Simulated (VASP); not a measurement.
Computed with LDA (Ceperley-Alder, Perdew-Zunger), VASP's LDA PAW potentials (set 64) (plane waves; VASP).

VASP input:

### POSCAR
```
SrVO3
1.0
  3.7272049566   0.0000000000   0.0000000000
  0.0000000000   3.7272049566   0.0000000000
  0.0000000000   0.0000000000   3.7272049566
Sr V O
1 1 3
Cartesian
  0.0000000000   0.0000000000   0.0000000000
  1.8636024783   1.8636024783   1.8636024783
  1.8636024783   0.0000000000   1.8636024783
  0.0000000000   1.8636024783   1.8636024783
  1.8636024783   1.8636024783   0.0000000000
```

KPOINTS:
```
Regular mesh
0
G
 8 8 8
0 0 0
```

### INCAR
```
SYSTEM=SrVO3
PREC=Accurate; ENCUT=620; LREAL=.FALSE.
LASPH=.TRUE.
EDIFF=1E-6; NELM=100; ALGO=Normal
LMAXMIX=4
ISMEAR=1; SIGMA=0.1
IBRION=2; NSW=40; ISIF=3
EDIFFG=-0.02; PSTRESS=100
LWAVE=.FALSE.; LCHARG=.FALSE.
```

POTCAR, in this order: Sr_sv V_sv O (LDA.64 set). Program: vasp_std.

The resulting files:

### OSZICAR
```
       N       E                     dE             d eps       ncg     rms          rms(c)
DAV:   1     0.500368336132E+03    0.50037E+03   -0.26768E+04  1680   0.208E+03
DAV:   2    -0.179190262347E+02   -0.51829E+03   -0.51368E+03  2040   0.539E+02
DAV:   3    -0.524704605737E+02   -0.34551E+02   -0.34358E+02  1840   0.142E+02
DAV:   4    -0.535459549239E+02   -0.10755E+01   -0.10746E+01  2880   0.225E+01
DAV:   5    -0.535553968539E+02   -0.94419E-02   -0.94322E-02  2072   0.175E+00    0.476E+01
DAV:   6    -0.449074320702E+02    0.86480E+01   -0.86002E+01  2328   0.776E+01    0.207E+01
DAV:   7    -0.441677822727E+02    0.73965E+00   -0.23798E+01  1912   0.468E+01    0.209E+01
DAV:   8    -0.436269133962E+02    0.54087E+00   -0.37461E+00  1896   0.193E+01    0.174E+00
DAV:   9    -0.436204484277E+02    0.64650E-02   -0.15312E-01  2072   0.332E+00    0.901E-01
DAV:  10    -0.436175039060E+02    0.29445E-02   -0.24341E-02  2048   0.156E+00    0.254E-01
DAV:  11    -0.436174862678E+02    0.17638E-04   -0.16228E-03  2024   0.327E-01    0.982E-02
DAV:  12    -0.436174584766E+02    0.27791E-04   -0.87425E-05  2240   0.731E-02    0.638E-02
DAV:  13    -0.436174464552E+02    0.12021E-04   -0.78885E-05  1976   0.918E-02    0.140E-02
DAV:  14    -0.436174467466E+02   -0.29138E-06   -0.37494E-06  1696   0.134E-02
   1 F= -.40385686E+02 E0= -.40384860E+02  d E =-.403857E+02
```

**OUTCAR**
```
------------------------ aborting loop because EDIFF is reached ----------------------------------------
  FORCE on cell =-STRESS in cart. coord.  units (eV):
  Direction    XX          YY          ZZ          XY          YZ          ZX
  --------------------------------------------------------------------------------------
  Total        3.2452790      3.2452790      3.2452790     -0.0000000     -0.0000000     -0.0000000
  in kB      100.4182832    100.4182832    100.4182832     -0.0000000     -0.0000000     -0.0000000
  external PRESSURE =       0.4182832 kB  Pullay stress =     100.0000000 kB
  volume of cell :       51.78
      direct lattice vectors                 reciprocal lattice vectors
     3.727204957  0.000000000  0.000000000     0.268297561  0.000000000  0.000000000
     0.000000000  3.727204957  0.000000000     0.000000000  0.268297561  0.000000000
     0.000000000  0.000000000  3.727204957     0.000000000  0.000000000  0.268297561
 POSITION                                       TOTAL-FORCE (eV/Angst)
 -----------------------------------------------------------------------------------
      0.00000      0.00000      0.00000         0.000000      0.000000      0.000000
      1.86360      1.86360      1.86360         0.000000      0.000000      0.000000
      1.86360      0.00000      1.86360         0.000000      0.000000      0.000000
      0.00000      1.86360      1.86360         0.000000      0.000000      0.000000
      1.86360      1.86360      0.00000         0.000000      0.000000      0.000000
 -----------------------------------------------------------------------------------
    total drift:                                0.000000      0.000000     -0.000000
  FREE ENERGIE OF THE ION-ELECTRON SYSTEM (eV)
  ---------------------------------------------------
  free  energy   TOTEN  =       -43.6174467466 eV

  energy  without entropy=      -43.6149686939  energy(sigma->0) =      -43.61662073
  enthalpy is  TOTEN    =       -40.3856856956 eV   P V=        3.2317610510

 reached required accuracy - stopping structural energy minimisation
```
(Selected blocks of OUTCAR.)

The compound is SrVO3 in the cubic perovskite structure. It was relaxed first under an external pressure of 10 GPa. The run is not spin-polarised, so no magnetic state was tried. The electron count is odd and the run is not spin-polarised, which forces a metal.
